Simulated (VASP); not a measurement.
# Sb2TeO2 (Pnnm) in VASP: phonons with PBE

Aim: the phonons of Sb2TeO2 with PBE.

Everything below comes from runs of VASP 6.6.1. Logs are shortened: lines on timing, memory, paths and dates and some standing lists are left out, and cuts for length are marked.

**1. The crystal as given**

It takes space group Pnnm (No. 58, orthorhombic). Conventional cell: a = 3.906 Å, b = 12.546 Å, c = 3.901 Å, α = 90.00°, β = 90.00°, γ = 90.00°. Sb (site symmetry m) has 4 O at 2.23 to 2.37 Å as nearest neighbours. Te (site symmetry 2/m) has 8 Sb at 3.30 to 3.44 Å and 8 O at 3.67 to 3.72 Å as nearest neighbours. O (site symmetry m) is surrounded by 4 Sb at 2.23 to 2.37 Å.

The cell was built by a generator and needn't be a form met in nature.

**2. Phonons, PBE**

File POSCAR:

```
Sb2TeO2
1.0
    3.9058100000      0.0000000000      0.0000000000
    0.0000000000     12.5464100000      0.0000000000
    0.0000000000      0.0000000000      3.9007200000
Sb Te O
4 2 4
Direct
    0.5321070000      0.1539610000      0.5000000000
    0.0321070000      0.3460390000      0.0000000000
    0.9678930000      0.6539610000      0.0000000000
    0.4678930000      0.8460390000      0.5000000000
    0.0000000000      0.0000000000      0.0000000000
    0.5000000000      0.5000000000      0.5000000000
    0.0110860000      0.2502090000      0.5000000000
    0.5110860000      0.2497910000      0.0000000000
    0.4889140000      0.7502090000      0.0000000000
    0.9889140000      0.7497910000      0.5000000000
```

File INCAR.step1:

```
PREC = Accurate
ENCUT = 520
EDIFF = 1E-8
ISMEAR = 0
SIGMA = 0.1
LREAL = F
LASPH = T
NELM = 80
ALGO = Normal
ISIF = 3
LWAVE = F
LCHARG = F
GGA = PE
KPAR = 4
IBRION = 2
NSW = 40
EDIFFG = -0.002
```

File INCAR.step2:

```
PREC = Accurate
ENCUT = 520
EDIFF = 1E-8
ISMEAR = 0
SIGMA = 0.1
LREAL = F
LASPH = T
NELM = 80
ALGO = Normal
ISIF = 2
LWAVE = F
LCHARG = F
GGA = PE
KPAR = 4
IBRION = 6
NFREE = 2
POTIM = 0.015
NSW = 1
```

File KPOINTS:

```
regular mesh
0
Gamma
  8 4 8
```

Potentials or basis: VASP PAW PBE potentials, release 64 (Sb, Te, O).

Launch:

```console
> cat potpaw_PBE.64/Sb/POTCAR potpaw_PBE.64/Te/POTCAR potpaw_PBE.64/O/POTCAR > POTCAR
> cp INCAR.step1 INCAR
> mpirun -np 4 vasp_std > vasp.out
> cp CONTCAR POSCAR
> cp INCAR.step2 INCAR
> mpirun -np 4 vasp_std > vasp.out
```

OUTCAR:

```text
PREC = Accurate
   ENCUT = 520
   EDIFF = 1E-8
   ISMEAR = 0
   LREAL = F
   LASPH = T
   NELM = 80
   ISIF = 2
   GGA = PE
   IBRION = 6
   NFREE = 2
   POTIM = 0.015
   NSW = 1

 ion  position               nearest neighbor table
   1  0.502  0.154  0.500-   7 2.29   8 2.29   8 2.29   7 2.30   5 3.36   5 3.36   5 3.37   5 3.37
                             2 3.66   2 3.66   2 3.66   2 3.66
   2  0.002  0.346  0.000-   8 2.29   7 2.29   7 2.29   8 2.30   6 3.36   6 3.36   6 3.37   6 3.37
                             1 3.66   1 3.66   1 3.66   1 3.66
   3  0.998  0.654  0.000-   9 2.29  10 2.29  10 2.29   9 2.30   6 3.36   6 3.36   6 3.37   6 3.37
                             4 3.66   4 3.66   4 3.66   4 3.66
   4  0.498  0.846  0.500-  10 2.29   9 2.29   9 2.29  10 2.30   5 3.36   5 3.36   5 3.37   5 3.37
                             3 3.66   3 3.66   3 3.66   3 3.66
   5  0.000  0.000  0.000-   1 3.36   4 3.36   1 3.36   4 3.36   1 3.37   1 3.37   4 3.37   4 3.37

   6  0.500  0.500  0.500-   2 3.36   3 3.36   2 3.36   3 3.36   2 3.37   2 3.37   3 3.37   3 3.37

   7  0.001  0.250  0.500-   1 2.29   2 2.29   2 2.29   1 2.30
   8  0.501  0.250  0.000-   2 2.29   1 2.29   1 2.29   2 2.30
   9  0.499  0.750  0.000-   3 2.29   4 2.29   4 2.29   3 2.30
  10  0.999  0.750  0.500-   4 2.29   3 2.29   3 2.29   4 2.30

  LATTYP: Found a simple orthorhombic cell.
 ALAT       =     3.8957573668
 B/A-ratio  =     1.0002575030
 C/A-ratio  =     3.2213645280

  Lattice vectors:

 A1 = (  -3.8957573668,   0.0000000000,   0.0000000000)
 A2 = (   0.0000000000,   0.0000000000,   3.8967605362)
 A3 = (   0.0000000000,  12.5496545913,   0.0000000000)

Analysis of symmetry for initial positions (statically):
=====================================================================
 Subroutine PRICEL returns:
 Original cell was already a primitive cell.

 Routine SETGRP: Setting up the symmetry group for a
 simple orthorhombic supercell.

 Subroutine GETGRP returns: Found  8 space group operations
 (whereof  4 operations were pure point group operations)
 out of a pool of  8 trial point group operations.

The static configuration has the point symmetry C_2h.
 The point group associated with its full space group is D_2h.

Analysis of symmetry for dynamics (positions and initial velocities):
=====================================================================
 Subroutine PRICEL returns:
 Original cell was already a primitive cell.

 Routine SETGRP: Setting up the symmetry group for a
 simple orthorhombic supercell.

 Subroutine GETGRP returns: Found  8 space group operations
 (whereof  4 operations were pure point group operations)
 out of a pool of  8 trial point group operations.

The dynamic configuration has the point symmetry C_2h.
 The point group associated with its full space group is D_2h.

 Subroutine INISYM returns: Found  8 space group operations
 (whereof  4 operations are pure point group operations),
 and found     1 'primitive' translations

----------------------------------------------------------------------------------------

                                     Primitive cell

  volume of cell :     190.5142

  direct lattice vectors                    reciprocal lattice vectors
     3.895757367  0.000000000  0.000000000     0.256689497  0.000000000  0.000000000
     0.000000000 12.549654591  0.000000000     0.000000000  0.079683468  0.000000000
     0.000000000  0.000000000  3.896760536     0.000000000  0.000000000  0.256623416

  length of vectors
     3.895757367 12.549654591  3.896760536     0.256689497  0.079683468  0.256623416

  position of ions in fractional coordinates (direct lattice)
     0.502235292  0.153903745  0.500000000
     0.002235292  0.346096255  0.000000000
     0.997764708  0.653903745  0.000000000
     0.497764708  0.846096255  0.500000000
     0.000000000  0.000000000  0.000000000
     0.500000000  0.500000000  0.500000000
     0.000863568  0.249997051  0.500000000
     0.500863568  0.250002949  0.000000000
     0.499136432  0.749997051  0.000000000
     0.999136432  0.750002949  0.500000000

  ion indices of the primitive-cell ions
   primitive index   ion index
                 1           1
                 2           2
                 3           3
                 4           4
[... 69 lines left out ...]
   PREC   = accura    normal or accurate (medium, high low for compatibility)
   ISTART =      0    job   : 0-new  1-cont  2-samecut
   ICHARG =      2    charge: 1-file 2-atom 10-const
   ISPIN  =      1    spin polarized calculation?
   LNONCOLLINEAR =      F non collinear calculations
   LSORBIT =      F    spin-orbit coupling
   LASPH  =      T    aspherical Exc in radial PAW
   ENCUT  =  520.0 eV  38.22 Ry    6.18 a.u.   7.24 23.33  7.25*2*pi/ulx,y,z
   NELM   =     80;   NELMIN=  2; NELMDL=  0     # of ELM steps
   EDIFF  = 0.1E-07   stopping-criterion for ELM
   LREAL  =      F    real-space projection
   EDIFFG = 0.1E-06   stopping-criterion for IOM
   NSW    =    157    number of steps for IOM
   IBRION =      6    ionic relax: 0-MD 1-quasi-New 2-CG
   NFREE  =      2    steps in history (QN), initial steepest desc. (CG)
   ISIF   =      2    stress and relaxation
   ISYM   =      2    0-nonsym 1-usesym 2-fastsym
   POTIM  = 0.0150    time-step for ionic-motion
   TEBEG  =    0.0;   TEEND  =   0.0 temperature during run
   PSTRESS=    0.0 pullay stress
   NELECT =      56.0000    total number of electrons
   NUPDOWN=      -1.0000    fix difference up-down
   EMIN   =  10.00;   EMAX   =-10.00  energy-range for DOS
   EFERMI =   0.00;   METHOD = LEGACY
   ISMEAR =     0;   SIGMA  =   0.10  broadening in eV -4-tet -1-fermi 0-gaus
   EFERMI_NEDOS =   21; number of points for ismear=-14 and -15
   IALGO  =     38    algorithm
   IMIX   =      4    mixing-type and parameters
     AMIX     =   0.40;   BMIX     =  1.00
     AMIX_MAG =   1.60;   BMIX_MAG =  1.00
  volume/ion in A,a.u.               =      19.05       128.57
  Fermi-wavevector in a.u.,A,eV,Ry     =   1.088500  2.056966 16.120617  1.184832
  Thomas-Fermi vector in A             =   2.224683
   LORBIT       =      0    0 simple, 1 ext, 2 COOP (PROOUT), +10 PAW based schemes
   GGA     = PE    functional components
   LHFCALC =     F    Hartree Fock is set to
   AEXX    =    0.0000 exact exchange contribution
   IVDW    =     0    specifies the selected vdW correction
   LEPSILON=     F    determine dielectric tensor
   LRPA    =     F    only Hartree local field effects (RPA)
 finite differences with symmetry
 non-spin polarized calculation
 Gauss-broadening in eV      SIGMA  =   0.10
  energy-cutoff  :      520.00
  volume of cell :      190.51
 maximum number of plane-waves:      5172
 NGX is ok and might be reduce to    30
   NGX = 15   NGY = 47   NGZ = 15

--------------------------------------- Ionic step        1  -------------------------------------------

 number of electron      56.0000008 magnetization

 Free energy of the ion-electron system (eV)
  ---------------------------------------------------
  ext. energy  EPLUGINS =         0.00000000
  ---------------------------------------------------
  free energy    TOTEN  =       -50.49346166 eV

  energy without entropy =      -50.48930700  energy(sigma->0) =      -50.49138433

------------------------ aborting loop because EDIFF is reached ----------------------------------------

  FORCE on cell =-STRESS in cart. coord.  units (eV):
  Direction    XX          YY          ZZ          XY          YZ          ZX
  --------------------------------------------------------------------------------------
  -------------------------------------------------------------------------------------
  Total        0.0154212      0.0058862     -0.0049152     -0.0000000      0.0000000      0.0000000
  in kB        0.1296887      0.0495017     -0.0413355     -0.0000000      0.0000000      0.0000000
  external PRESSURE =       0.0459516 kB  Pullay stress =       0.0000000 kB
[... 113 lines left out ...]
  FREE ENERGIE OF THE ION-ELECTRON SYSTEM (eV)
  ---------------------------------------------------
  free  energy   TOTEN  =       -50.4934486059 eV

  energy  without entropy=      -50.4892941960  energy(sigma->0) =      -50.49137140

[... ionic steps 4 to 16 ...]

--------------------------------------- Ionic step       17  -------------------------------------------

 number of electron      56.0000008 magnetization

------------------------ aborting loop because EDIFF is reached ----------------------------------------
[... 83 lines left out ...]
--------------------------------------- Ionic step       19  -------------------------------------------

 number of electron      56.0000007 magnetization

 Free energy of the ion-electron system (eV)
  ---------------------------------------------------
  ext. energy  EPLUGINS =         0.00000000
  ---------------------------------------------------
  free energy    TOTEN  =       -50.49296169 eV

  energy without entropy =      -50.48880715  energy(sigma->0) =      -50.49088442

 E-fermi :   8.0627     XC(G=0): -10.3767

 val. band max:        7.9278161848   @ k =   0.0000   0.0000   0.3750
 cond. band min:       8.0753339174   @ k =   0.5000   0.0000   0.0000
 fundamental gap:      0.1475177326
 Fermi energy:         8.0626695570

 k-point     1 :       0.0000    0.0000    0.0000
  band No.  band energies     occupation
      1     -12.4513      2.00000
      2     -12.4441      2.00000
      3     -10.4420      2.00000
      4     -10.4417      2.00000
      5      -4.4064      2.00000
      6      -3.8269      2.00000
[... 877 lines left out ...]
     33      10.6051      0.00000
     34      10.7640      0.00000

 [... further k-points ...]
[... 5 lines left out ...]
  --------------------------------------------------------------------------------------
  -------------------------------------------------------------------------------------
  Total        0.0155104      0.0051661     -0.0029954     -0.0000008     -0.0093403      0.0002352
  in kB        0.1304389      0.0434454     -0.0251903     -0.0000068     -0.0785493      0.0019781
  external PRESSURE =       0.0495647 kB  Pullay stress =       0.0000000 kB
[... 25 lines left out ...]
  FREE ENERGIE OF THE ION-ELECTRON SYSTEM (eV)
  ---------------------------------------------------
  free  energy   TOTEN  =       -50.4929616920 eV

  energy  without entropy=      -50.4888071506  energy(sigma->0) =      -50.49088442

 INTERNAL STRAIN TENSORS FROM DISPLACED ATOMS
 ============================================

 INTERNAL STRAIN TENSOR FOR ION    1 for displacements in x,y,z  (eV/Angst):
          X           Y           Z          XY          YZ          ZX
  --------------------------------------------------------------------------------
  x     0.18348     0.03792     0.09630     2.84759     0.00000     0.00000
  y     8.82122    11.37683     8.79729     0.06024     0.00000     0.00000
  z     0.00000     0.00000     0.00000     0.00000     2.83446     0.07152
[... 8 lines left out ...]
 INTERNAL STRAIN TENSOR FOR ION   10 for displacements in x,y,z  (eV/Angst):
          X           Y           Z          XY          YZ          ZX
  --------------------------------------------------------------------------------
  x     0.16678     0.02952     0.03122     0.63258     0.00000     0.00000
  y     3.30443     0.02230    -3.25937     0.04179     0.00000     0.00000
  z     0.00000     0.00000     0.00000     0.00000    -0.62392     0.01564

 Eigenvectors and eigenvalues of the dynamical matrix
   1 f  =   12.408693 THz    77.966120 2PiTHz  413.909458 cm-1    51.318209 meV
   2 f  =   10.770905 THz    67.675593 2PiTHz  359.278725 cm-1    44.544865 meV
   3 f  =   10.768762 THz    67.662126 2PiTHz  359.207227 cm-1    44.536000 meV
   4 f  =   10.711398 THz    67.301697 2PiTHz  357.293770 cm-1    44.298762 meV
   5 f  =   10.707556 THz    67.277559 2PiTHz  357.165623 cm-1    44.282874 meV
   6 f  =    9.338741 THz    58.677042 2PiTHz  311.506877 cm-1    38.621913 meV
[... 16 lines left out ...]
  23 f  =    0.001194 THz     0.007500 2PiTHz    0.039817 cm-1     0.004937 meV
  24 f  =    0.000053 THz     0.000330 2PiTHz    0.001754 cm-1     0.000217 meV
  25 f/i=    0.000366 THz     0.002298 2PiTHz    0.012198 cm-1     0.001512 meV
  26 f/i=    1.219704 THz     7.663627 2PiTHz   40.684951 cm-1     5.044289 meV
  27 f/i=    1.769234 THz    11.116425 2PiTHz   59.015292 cm-1     7.316960 meV
  28 f/i=    1.772886 THz    11.139372 2PiTHz   59.137117 cm-1     7.332065 meV
  29 f/i=    2.094346 THz    13.159164 2PiTHz   69.859865 cm-1     8.661515 meV
  30 f/i=    2.103611 THz    13.217379 2PiTHz   70.168918 cm-1     8.699833 meV

 ELASTIC MODULI CONTR FROM IONIC RELAXATION (kBar)
 Direction    XX          YY          ZZ          XY          YZ          ZX
 --------------------------------------------------------------------------------
 XX        -233.3555   -208.1319   -101.5684     -0.0000      0.0000     -0.0000
 YY        -208.1319   -266.5054   -206.6027     -0.0000      0.0000     -0.0000
 ZZ        -101.5684   -206.6027   -227.3716      0.0000     -0.0000     -0.0000
 XY          -0.0000     -0.0000      0.0000   -688.6641      0.0000     -0.0000
 YZ           0.0000      0.0000     -0.0000      0.0000   -698.5298      0.0000
 ZX          -0.0000     -0.0000     -0.0000     -0.0000      0.0000     -2.8340
 --------------------------------------------------------------------------------
```

Run time: 55 min. Hardware: 4 MPI ranks of Intel Xeon 6975P-C (Granite Rapids), shared host; peak memory 1.2 GiB.

Results:

```
Relaxed volume                                          : 19.05 Å³/atom
Relaxed cell                                            : a = 3.896 Å, b = 12.550 Å, c = 3.897 Å, α = 90.00°, β = 90.00°, γ = 90.00°
Space group after relaxing (to 0.05 Å)                  : I4/mmm (No. 139)
Highest phonon frequency at Γ, LO-TO splitting left out : 414 cm⁻¹
Most unstable mode                                      : 70i cm⁻¹
```

The path:
```
step  energy change (eV)  largest force (eV/Å)  pressure (GPa)  volume (Å³)
   1              0.0000                0.0093           -0.06       191.15
   2              0.0000                0.0103            0.04       190.97
   3              0.0000                0.0074            0.02       191.02
   4              0.0000                0.0075            0.01       191.03
   5             -0.0001                0.0063            0.01       191.02
   6             -0.0001                0.0063            0.01       191.00
   7             -0.0001                0.0109            0.00       190.95
   8             -0.0001                0.0088            0.01       190.97
   9             -0.0001                0.0079            0.00       190.98
  10             -0.0002                0.0064            0.00       191.00
  11             -0.0002                0.0091           -0.01       191.03
  12             -0.0002                0.0076           -0.01       191.02
  13             -0.0003                0.0073           -0.01       191.01
  14             -0.0003                0.0071            0.00       190.97
  15             -0.0004                0.0084            0.02       190.89
  16             -0.0003                0.0150            0.07       190.74
  17             -0.0005                0.0097            0.03       190.86
  18             -0.0005                0.0100            0.03       190.87
  19             -0.0006                0.0112            0.00       190.89
  20             -0.0007                0.0145           -0.05       190.95
  21             -0.0007                0.0226           -0.14       191.06
  22             -0.0008                0.0208           -0.13       191.04
  23             -0.0009                0.0156           -0.11       190.98
  24             -0.0010                0.0144           -0.05       190.85
  25             -0.0010                0.0241            0.06       190.59
  26             -0.0011                0.0164            0.00       190.73
  27             -0.0011                0.0160            0.00       190.71
  28             -0.0012                0.0148            0.00       190.67
  29             -0.0013                0.0139            0.02       190.57
  30             -0.0014                0.0159            0.05       190.38
  31             -0.0016                0.0134           -0.01       190.48
  32             -0.0016                0.0212           -0.09       190.61
  33             -0.0017                0.0142           -0.05       190.58
  34             -0.0017                0.0057           -0.02       190.54
  35             -0.0017                0.0118            0.06       190.45
  36             -0.0017                0.0016            0.00       190.51
```

Final structure:
```yaml
crystal:
  lattice:
    - [3.89576, 0.00000, 0.00000]
    - [0.00000, 12.54965, 0.00000]
    - [0.00000, 0.00000, 3.89676]
  atoms:
    - { symbol: Sb, position: [0.50224, 0.15390, 0.50000] }
    - { symbol: Sb, position: [0.00224, 0.34610, 0.00000] }
    - { symbol: Sb, position: [0.99776, 0.65390, 0.00000] }
    - { symbol: Sb, position: [0.49776, 0.84610, 0.50000] }
    - { symbol: Te, position: [0.00000, 0.00000, 0.00000] }
    - { symbol: Te, position: [0.50000, 0.50000, 0.50000] }
    - { symbol: O, position: [0.00086, 0.25000, 0.50000] }
    - { symbol: O, position: [0.50086, 0.25000, 0.00000] }
    - { symbol: O, position: [0.49914, 0.75000, 0.00000] }
    - { symbol: O, position: [0.99914, 0.75000, 0.50000] }
```

Phonon frequencies in cm⁻¹ (negative: imaginary):
| q point | frequencies |
| --- | --- |
| (0.000, 0.000, 0.000) | -70 -70 -59 -59 -41 0 0 0 11 11 31 32 66 71 71 97 165 166 179 179 185 191 309 310 312 357 357 359 359 414 |

Caveat: some modes are imaginary. The run has no spin-orbit coupling, so splittings on Sb, Te are missing.
